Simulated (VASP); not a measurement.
VASP runs on MnS (space group Fm-3m) share one base input (PBE GGA, plane waves, VASP's PBE PAW potentials (set 64)) and change the settings named in each case.

### INCAR
```
! general
SYSTEM =MnS
PREC   =Accurate
ENCUT  =300   ! plane-wave cut-off (eV)
LREAL  =.False.
LASPH  =.True.   ! aspherical one-centre terms

! electronic loop
EDIFF  =1E-6
NELM   =100   ! most electronic steps
ALGO   =Normal   ! blocked Davidson
LMAXMIX=4   ! l cut-off of mixed one-centre charges

! smearing
ISMEAR =-1   ! Fermi-Dirac
SIGMA  =0.02

! functional
GGA    =PE

! spin
ISPIN  =2   ! spin-polarised
MAGMOM =5.0 -5.0 2*0.0

! ions
ISIF   =2

! output
LWAVE  =.False.
LCHARG =.False.
LORBIT =11
```

File KPOINTS:
```
Automatic mesh
0
Gamma
4 4 4
0 0 0
```

File POSCAR:
```
MnS
6.3931680
  0.8164966101   0.4082483051   0.4082483051
  0.4082483051   0.8164966101   0.4082483051
  0.4082483051   0.4082483051   0.8164966101
Mn S
2 2
Cartesian
  0.0000000000   0.0000000000   0.0000000000
  0.8164966101   0.8164966101   0.8164966101
  0.4082483051   0.4082483051   0.4082483051
  1.2247449152   1.2247449152   1.2247449152
```

POTCAR, in this order: Mn_pv S (PBE.64 set). Program: vasp_std.

```json
[
 {"change": "base run", "E(σ→0) (eV/atom)": "-7.0903", "pressure (GPa)": "-3.72", "gap on the mesh (eV)": "0.89"},
 {"change": "GGA = PS", "E(σ→0) (eV/atom)": "-7.4723", "pressure (GPa)": "-7.62", "gap on the mesh (eV)": "0.78"},
 {"change": "KPOINTS 6×6×6 Γ-centred mesh", "E(σ→0) (eV/atom)": "-7.1002", "pressure (GPa)": "-3.90", "gap on the mesh (eV)": "0.89"},
 {"change": "LDAU = .TRUE., LDAUJ = 0 0, LDAUL = 2 -1, LDAUTYPE = 2, LDAUU = 6.0 0", "E(σ→0) (eV/atom)": "-6.2663", "pressure (GPa)": "3.94", "gap on the mesh (eV)": "2.45"}
]
```
 Energies of different potentials or functionals have different zeros.  At 300 eV the pressure can carry a Pulay error.

Left out are runs that ran out of time, are held back, or changed the cell or the kind of run, fixed moments of cells without a moment, rows past the twelfth, gaps on odd meshes, pressures of charged cells and columns that move by less than the noise.

The structure is a typed MnS crystal (Fm-3m). The cell was not relaxed at this level. The spin order is the one that the start imposed; others were not tried in this run.
